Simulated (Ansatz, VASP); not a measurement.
# Cross-check of WS2 between VASP and Ansatz, part 3 of 3

One calculation is typed for both programs; each brings its own data sets. How far apart do they land? Of the first pair: The structure shown is the end of the Ansatz relaxation below.

VASP 6.6.1 and Ansatz 0.2.0.

So far. Step 3 (VASP: single point, PBEsol with D3(BJ), relaxed cell …): The run ends at a pressure of -0.13 GPa, with forces up to 0.015 eV/Å. Step 6 (VASP: single point, PBEsol with D3(BJ), start cell …): The run ends at a pressure of -1.85 GPa, with forces up to 0.26 eV/Å.

**8. What the set-up changes**

Further runs change the set-up of one program: Ansatz's method, potentials or start, or VASP's data sets, cutoff or form of LDA. The table gives that difference for each run.

| run | r.m.s. force difference (meV/Å) |
| --- | --- |
| as above | 13 |
| VASP with the data sets W_sv and S and a cutoff of 400 eV | 9.0 |

**9. Ansatz: relaxation, PBEsol with D3(BJ)**

This run makes the geometry at which the two programs are then compared.

The structure compared here is the end of the Ansatz relaxation.

File input.yaml:

```yaml
crystal:
  lattice:
    - [3.16, 0.0, 0.0]
    - [-1.58, 2.73664, 0.0]
    - [0.0, 0.0, 37.65]
  atoms:
    - { symbol: W, position: [0.333333, 0.666667, 0.254183] }
    - { symbol: S, position: [0.666667, 0.333333, 0.212483] }
    - { symbol: S, position: [0.666667, 0.333333, 0.295883] }
    - { symbol: W, position: [0.666667, 0.333333, 0.418061] }
    - { symbol: S, position: [0.333333, 0.666667, 0.376361] }
    - { symbol: S, position: [0.333333, 0.666667, 0.459761] }
    - { symbol: W, position: [0.333333, 0.666667, 0.581939] }
    - { symbol: S, position: [0.666667, 0.333333, 0.540239] }
    - { symbol: S, position: [0.666667, 0.333333, 0.623639] }
    - { symbol: W, position: [0.666667, 0.333333, 0.745817] }
    - { symbol: S, position: [0.333333, 0.666667, 0.704117] }
    - { symbol: S, position: [0.333333, 0.666667, 0.787517] }
  periodic: [true, true, false]
kpoints:
  mp_grid: { grid: [9, 9, 1] }
hamiltonian:
  xc: pbesol
  dispersion: d3bj
  pseudopotentials: { kind: paw, azcp: { folder: soft_1 }, xc_functional: pbe }
scf:
  occupations: { method: gaussian, width: 0.02 }
output:
  forces: true
  stress: true
  eigenvalues: true
relax:
  adjacent_minimum: "off"
  f_tol: 0.004
  max_steps: 80
  cell: { stress_2d_tol: 0.01 }
```

The run is started by

```bash
> ansatz run input.yaml --threads 8 --pin off --max-ram 20480MiB --backend cpu --events-out ev --progress --plain --runs-dir out
```

Numbers of over 12 decimals in the logs are rounded to 6 here.

What it wrote:

```text
[...]
SCF iter  11: F=-48124.673359 eV  HF=-48124.673359 eV  |F-HF|=2.04e-10  |Δ(HF+E_count)|=  2.69e-10  Δρ=4.76e-9  dr2=2.10e-13  ethr=1.00e-12  ⟨swp⟩=6.5  Hψ=5224  notcnv=0
SCF 9 converged in 11 iterations: F = -48124.673359 eV  dr2 = 2.10e-13
[...]
- { symbol: S, position: [0.333333, 0.666667, 0.213257] }
    - { symbol: S, position: [0.333333, 0.666667, 0.260099] }
    - { symbol: W, position: [0.333333, 0.666667, 0.324424] }
    - { symbol: S, position: [0.666667, 0.333333, 0.301003] }
    - { symbol: S, position: [0.666667, 0.333333, 0.347845] }
    - { symbol: W, position: [0.666667, 0.333333, 0.412257] }
    - { symbol: S, position: [0.333333, 0.666667, 0.388815] }
    - { symbol: S, position: [0.333333, 0.666667, 0.435712] }
[key lines of the parts left out:]
SCF converged after 11 iterations
Free energy (F): -48124.673359 eV
Fermi energy:    -4.507289 eV
P = ½ c Tr σ = -0.0014 N/m
```

**10. VASP: single point, PBEsol with D3(BJ), relaxed cell, pair 3**

The same cell, functional, mesh and smearing now go to VASP, with its own data sets.

File INCAR:

```
SYSTEM = WS2
PREC = Accurate
ENCUT = 520
EDIFF = 1E-06
NELM = 120
ISMEAR = 0
SIGMA = 0.02
LREAL = .FALSE.
ALGO = Normal
GGA = PS
IVDW = 12
NBANDS = 48
LASPH = .TRUE.
LORBIT = 11
LWAVE = .FALSE.
LCHARG = .FALSE.
ISIF = 2
LDIPOL = .TRUE.
IDIPOL = 3
DIPOL = 0.5 0.5 0.281
LVHAR = .TRUE.
GGA_COMPAT = .FALSE.
EFERMI = MIDGAP
NELMDL = -8
KPAR = 2
```

File POSCAR:

```
WS2
1.0
    3.1171411123      0.0000000000      0.0000000000
   -1.5585705562      2.6995233905      0.0000000000
    0.0000000000      0.0000000000     67.1000602000
W S
4 8
Direct
    0.3333333333      0.6666666667      0.1488456296
    0.6666666667      0.3333333333      0.2366785738
    0.3333333333      0.6666666667      0.3244237544
    0.6666666667      0.3333333333      0.4122566986
    0.6666666667      0.3333333333      0.1253903642
    0.6666666667      0.3333333333      0.1722877760
    0.3333333333      0.6666666667      0.2132572660
    0.3333333333      0.6666666667      0.2600988878
    0.6666666667      0.3333333333      0.3010034404
    0.6666666667      0.3333333333      0.3478450622
    0.3333333333      0.6666666667      0.3888145522
    0.3333333333      0.6666666667      0.4357119640
```

File KPOINTS:

```
Automatic mesh
0
Gamma
9 9 1
0 0 0
```

PAW data sets: W and S (PBE family, release 64).

The run is started by

```bash
> mpirun -np 2 vasp_std
```

What it wrote:

```text
[... set-up lines as in an earlier step ...]
 entering main loop
       N       E                     dE             d eps       ncg     rms          rms(c)
DAV:   1     0.577614114255E+03    0.57761E+03   -0.26787E+04  1176   0.117E+03
DAV:   2    -0.251064921567E+02   -0.60272E+03   -0.58052E+03  1672   0.250E+02
[... 29 cycles as in an earlier step ...]
   1 F= -.10563405E+03 E0= -.10563405E+03  d E =0.000000E+00
```

OUTCAR, selected parts (step 10):

```text
 Edisp (eV)   -4.46952

[... 6 parts as in an earlier step ...]

[... 1 further part left out ...]
[key lines of the parts left out:]
E-fermi :  -0.2210
```

The run ends at a pressure of -0.13 GPa, with forces up to 0.015 eV/Å.

**11. Side by side**

What differs besides the data sets and the points named for the pairs above, as far as they apply: the data sets hold 104 valence electrons in Ansatz (on its PAW soft_1 files) and 72 in VASP. Total energies have different zeros and are not compared.

Compared:

| quantity | Ansatz | VASP | difference |
| --- | --- | --- | --- |
| gap on the k mesh (eV) | 0.949 | 0.976 | -0.027 |

At this near-relaxed geometry the largest component of a force difference is 15 meV/Å. A gap on the mesh is an upper bound, since the band edges may lie between its points; neither run holds spin-orbit coupling, which can move the band edges of a compound of W. With vacuum in the cell, a pressure given here is an average over mostly empty space and none of the material.

**12. What came out**

| Item | Value |
| --- | --- |
| difference in gap on the k mesh (single point, PBEsol with D3(BJ), relaxed cell, pair 1) | -0.027 eV |
| r.m.s. force difference (single point, PBEsol with D3(BJ), relaxed cell, pair 1) | 6.8 meV/Å |
| r.m.s. force difference (single point, PBEsol with D3(BJ), start cell, pair 2) | 13 meV/Å |
| difference in gap on the k mesh (single point, PBEsol with D3(BJ), relaxed cell, pair 3) | -0.027 eV |
| r.m.s. force difference (single point, PBEsol with D3(BJ), relaxed cell, pair 3) | 6.8 meV/Å |

In words: The r.m.s. force difference is 13 meV/Å (single point, PBEsol with D3(BJ), start cell, pair 2), beyond the 12 meV/Å picked in this series as the mark of a large difference. The data sets hold unlike numbers of valence electrons (104 in Ansatz and 72 in VASP), so part of the differences comes from the potentials. Single point, PBEsol with D3(BJ), start cell, pair 2, VASP with the data sets W_sv and S and a cutoff of 400 eV: r.m.s. force difference goes from 13 to 9.0 meV/Å. How closely two codes agree says nothing of how well the functional describes the real material.

[Lines on the potential files, build, host, timing and source positions are cut from VASP's logs without a mark.]

[Logs are printed without paths, hosts, clocks, repeated set-up lines and the standing remarks that a program may print on its own settings, such as how far it seeks lower states.]

[Hosts, paths, dates, database ids (printed as entryN), source tags and the programs' standing remarks are cut or masked in the printed files.]
